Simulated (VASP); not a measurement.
Input:

```xyz
2
Lattice="1.6466 -2.8520 0.0000 1.6466 2.8520 0.0000 0.0000 0.0000 5.0930" Properties=species:S:1:pos:R:3 pbc="T T T"
Sc     1.6466     0.9507     1.2732
Sc     1.6466    -0.9507     3.8197
```

Method: optB88-vdW, VASP's PBE PAW potentials (set 64) (plane waves; VASP). Run with 520 eV cut-off, Gaussian smearing of 0.050 eV, potentials Sc_sv.

Problem. Give the energies of bands 9 to 14 at the high-symmetry points, in eV from the Fermi level.

Solution. 
```tsv
band	Γ	M	K	A	L	H
9	-5.12	-1.62	-0.72	-3.52	-1.50	-0.41
10	-1.66	-1.08	-0.72	-3.52	-1.50	-0.41
11	0.82	-0.71	-0.59	0.99	0.08	-0.15
12	1.56	-0.32	-0.55	0.99	0.08	-0.15
13	1.56	1.29	1.04	1.47	1.37	0.30
14	1.88	1.35	1.04	1.47	1.37	0.30
```

It has no gap at this level: it comes out as a metal or semimetal.

The compound is Sc in the hcp structure. It was relaxed first.
